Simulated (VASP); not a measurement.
Write the native input for VASP 6.6.1 that does the following.

- Task: relaxation of cell and atoms
- Functional: PBEsol
- Potentials or basis: VASP PAW PBE potentials, release 64 (Sr_sv, B, Pt)
- Cutoff: 600 eV
- k mesh: 5 × 5 × 5
- Occupations: fermi-dirac, width 0.05 eV
- Spin: no spin polarisation
- Target pressure: 10 GPa
- Further INCAR settings: ALGO = Fast; EDIFF = 1e-07; IBRION = 2; EDIFFG = -0.02; NSW = 60; ISIF = 3
- Target pressure: 10 GPa

The structure of SrB3Pt lies in POSCAR:

```
SrB3Pt
1.0
    4.5405600000      0.0000000000      0.0000000000
    0.0000000000      4.5405600000      0.0000000000
    0.0000000000      0.0000000000      4.5405600000
Sr B Pt
1 3 1
Direct
    0.0000000000      0.0000000000      0.0000000000
    0.5000000000      0.0000000000      0.0000000000
    0.0000000000      0.5000000000      0.0000000000
    0.0000000000      0.0000000000      0.5000000000
    0.5000000000      0.5000000000      0.5000000000
```

The cell was built by a generator and needn't be a form met in nature.

The input as run:

INCAR

```
PREC = Accurate ; ENCUT = 600
EDIFF = 1E-7 ; ISMEAR = -1
SIGMA = 0.05 ; LREAL = F
LASPH = T ; NELM = 100
ALGO = Fast ; ISIF = 3
LWAVE = F ; LCHARG = F
GGA = PS ; IBRION = 2
NSW = 60 ; EDIFFG = -0.02
PSTRESS = 100
```

KPOINTS

```
regular mesh
0
Gamma
  5 5 5
```

Potentials or basis: VASP PAW PBE potentials, release 64 (Sr_sv, B, Pt).

Launch:

```console
$ cat potpaw_PBE.64/Sr_sv/POTCAR potpaw_PBE.64/B/POTCAR potpaw_PBE.64/Pt/POTCAR > POTCAR
$ mpirun -np 1 vasp_std > vasp.out
```

It gave:

```yaml
Relaxed_volume: 13.04 Å³/atom
Relaxed_cell: a = 4.025 Å, b = 4.025 Å, c = 4.025 Å, α = 90.00°, β = 90.00°, γ = 90.00°
Space_group_after_relaxing_to_0.05_Å: Pm-3m (No. 221)
Energy_change_on_relaxing_the_enthalpy_is_what_falls: -20.3 meV/atom
Ionic_steps: 6
Pressure_after_relaxing: 10.2 GPa
Band_gap_on_the_k_mesh: none (metal or under the smearing width)
```

Caveat: the cell is relaxed towards a set pressure, so the enthalpy falls and the energy may rise; the volume moved by over 15 % at a fixed basis, so the end points are rough; the PAW data sets were made with another functional, which shifts forces and pressure a little.

Run time: 3.6 min on 1 thread of AMD EPYC 9R45 96-Core Processor (Zen 5) (shared host), peak memory 0.21 GiB.
